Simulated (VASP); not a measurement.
Calculation: PBE GGA, VASP's PBE PAW potentials (set 64) (plane waves; VASP).

Input for VASP

File KPOINTS:
```
Automatic mesh
0
Gamma
13 13 13
0 0 0
```

POSCAR:
```
AuZn
1
    3.1860051572     0.0000000000     0.0000000000
    0.0000000000     3.1860051572     0.0000000000
    0.0000000000     0.0000000000     3.1860051572
Zn Au
1 1
Direct
  0.5000000000   0.5000000000   0.5000000000
  0.0000000000   0.0000000000   0.0000000000
```

INCAR:
```
# general
SYSTEM  = AuZn
PREC    = Accurate
ENCUT   = 520
LREAL   = .False.
LASPH   = .True.

# electronic loop
EDIFF   = 1E-7
NELM    = 100
ALGO    = Normal
LMAXMIX = 6

# smearing
ISMEAR  = -5

# functional
GGA     = PE

# ions
ISIF    = 2

# output
LWAVE   = .False.
LCHARG  = .True.
LORBIT  = 11
NEDOS   = 601
```

POTCAR, in this order: Zn Au (PBE.64 set). Program: vasp_std.

What VASP printed:

OSZICAR:
```
       N       E                     dE             d eps       ncg     rms          rms(c)
DAV:   1     0.126795424607E+03    0.12680E+03   -0.11712E+04  2552   0.195E+03
DAV:   2    -0.108852057724E+01   -0.12788E+03   -0.12390E+03  2646   0.343E+02
DAV:   3    -0.516426499268E+01   -0.40757E+01   -0.40625E+01  3017   0.708E+01
DAV:   4    -0.518849892431E+01   -0.24234E-01   -0.24145E-01  2947   0.469E+00
DAV:   5    -0.518877875167E+01   -0.27983E-03   -0.27986E-03  3108   0.522E-01    0.776E+00
DAV:   6    -0.478166930991E+01    0.40711E+00   -0.14512E+00  2597   0.144E+01    0.502E+00
DAV:   7    -0.475818282002E+01    0.23486E-01   -0.32083E-02  3439   0.394E+00    0.272E+00
DAV:   8    -0.475024104030E+01    0.79418E-02   -0.10182E-02  3058   0.122E+00    0.147E-01
DAV:   9    -0.475027018901E+01   -0.29149E-04   -0.40777E-04  2821   0.231E-01    0.780E-02
DAV:  10    -0.475027763529E+01   -0.74463E-05   -0.48306E-05  3150   0.132E-01    0.166E-02
DAV:  11    -0.475027602556E+01    0.16097E-05   -0.14161E-05  2919   0.972E-02    0.385E-03
DAV:  12    -0.475027600660E+01    0.18961E-07   -0.34932E-07  2839   0.130E-02
   1 F= -.47502760E+01 E0= -.47502760E+01  d E =0.000000E+00
```

File OUTCAR:
```
------------------------ aborting loop because EDIFF is reached ----------------------------------------
  FORCE on cell =-STRESS in cart. coord.  units (eV):
  Direction    XX          YY          ZZ          XY          YZ          ZX
  --------------------------------------------------------------------------------------
  Total        0.0040435      0.0040435      0.0040435      0.0000000      0.0000000     -0.0000000
  in kB        0.2003221      0.2003221      0.2003221      0.0000000      0.0000000     -0.0000000
  external PRESSURE =       0.2003221 kB  Pullay stress =       0.0000000 kB
  volume of cell :       32.34
      direct lattice vectors                 reciprocal lattice vectors
     3.186005157  0.000000000  0.000000000     0.313872687  0.000000000  0.000000000
     0.000000000  3.186005157  0.000000000     0.000000000  0.313872687  0.000000000
     0.000000000  0.000000000  3.186005157     0.000000000  0.000000000  0.313872687
 POSITION                                       TOTAL-FORCE (eV/Angst)
 -----------------------------------------------------------------------------------
      1.59300      1.59300      1.59300         0.000000      0.000000      0.000000
      0.00000      0.00000      0.00000         0.000000      0.000000      0.000000
 -----------------------------------------------------------------------------------
    total drift:                                0.000000      0.000000     -0.000000
  FREE ENERGIE OF THE ION-ELECTRON SYSTEM (eV)
  ---------------------------------------------------
  free  energy   TOTEN  =        -4.7502760066 eV

  energy  without entropy=       -4.7502760066  energy(sigma->0) =       -4.75027601

 total charge

# of ion       s       p       d       tot
------------------------------------------
    1        0.517   0.420   9.765  10.701
    2        0.613   0.367   8.708   9.687
--------------------------------------------------
tot          1.129   0.787  18.473  20.389
```
(Selected blocks of OUTCAR.)

OUTCAR:
```
 val. band max:        6.5694444011   @ k =   0.3077   0.1538   0.0000

 cond. band min:       6.6466386352   @ k =   0.4615   0.3846   0.2308


 Fermi energy:         6.6426943366

 k-point     1 :       0.0000    0.0000    0.0000
  band No.  band energies     occupation
      1      -3.6302      2.00000
      2      -1.3079      2.00000
      3      -1.3079      2.00000
      4      -0.6996      2.00000
      5      -0.6996      2.00000
      6      -0.6996      2.00000
      7       1.3535      2.00000
      8       1.3535      2.00000
      9       2.9626      2.00000
     10       2.9626      2.00000
     11       2.9626      2.00000
     12      11.5924      0.00000
     13      11.5924      0.00000
     14      11.5924      0.00000
     15      15.0423      0.00000

 k-point     2 :       0.0769    0.0000    0.0000
  band No.  band energies     occupation
      1      -3.5280      2.00000
      2      -1.2877      2.00000
      3      -1.2798      2.00000
      4      -0.7011      2.00000
      5      -0.7011      2.00000
      6      -0.6919      2.00000
      7       1.3396      2.00000
      8       1.3822      2.00000
      9       2.8894      2.00000
     10       2.8894      2.00000
     11       2.9553      2.00000
     12      10.7438      0.00000
     13      11.7810      0.00000
     14      11.7810      0.00000
     15      15.5786      0.00000

 k-point     3 :       0.1538    0.0000    0.0000
  band No.  band energies     occupation
      1      -3.2266      2.00000
      2      -1.2303      2.00000
      3      -1.2025      2.00000
      4      -0.7046      2.00000
      5      -0.7046      2.00000
      6      -0.6704      2.00000
      7       1.2996      2.00000
      8       1.4615      2.00000
      9       2.6955      2.00000
     10       2.6955      2.00000
     11       2.9346      2.00000
     12       9.1554      0.00000
     13      12.3209      0.00000
     14      12.3209      0.00000
     15      16.1995      0.00000
...
```

For a metal the tetrahedron method with Blöchl corrections gives inexact stress and forces. Unless said otherwise, spin-orbit coupling is left out, though it shifts the bands of the heavy elements here.

The compound is AuZn in the CsCl type structure. It was relaxed first. The electron count is odd and the run is not spin-polarised, which forces a metal.
